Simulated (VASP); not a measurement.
A run of VASP 6.6.1 is set up as follows.

File INCAR:

```
PREC = Accurate
ENCUT = 900
EDIFF = 1E-6
ISMEAR = -1
SIGMA = 0.05
LREAL = False
LASPH = True
NELM = 100
ALGO = Normal
ISIF = 3
LWAVE = False
LCHARG = False
GGA = PE
IBRION = 2
NSW = 60
EDIFFG = -0.02
```

Contents of KPOINTS:

```
Automatic mesh
0
Gamma
  6 6 3
```

The input POSCAR:

```
ZrH6
1.0
    3.3879800000      0.0000000000      0.0000000000
    0.0000000000      3.3879800000      0.0000000000
    0.0000000000      0.0000000000      8.4110100000
Zr H
1 6
Direct
    0.5000000000      0.5000000000      0.5000000000
    0.0000000000      0.5000000000      0.6315000000
    0.5000000000      0.0000000000      0.6315000000
    0.0000000000      0.5000000000      0.3685000000
    0.5000000000      0.0000000000      0.3685000000
    0.5000000000      0.5000000000      0.9553900000
    0.5000000000      0.5000000000      0.0446100000
```

Potentials or basis: VASP PAW PBE potentials, release 64 (Zr_sv_GW, H_GW).

Run with:

```bash
$ cat potpaw_PBE.64/Zr_sv_GW/POTCAR potpaw_PBE.64/H_GW/POTCAR > POTCAR
$ mpirun -np 1 vasp_std > vasp.out
```

Question: Estimate the band gap on the k mesh.

Answer: None (metal or under the smearing width).

Forces on the atoms (eV/Å):
```
Zr   0.000  0.000  0.000
H    0.000  0.000 -0.009
H    0.000  0.000 -0.009
H    0.000  0.000  0.009
H    0.000  0.000  0.009
H    0.000  0.000  0.015
H    0.000  0.000 -0.015
```

Caveat: the relaxation stopped at its first step, so nothing moved.
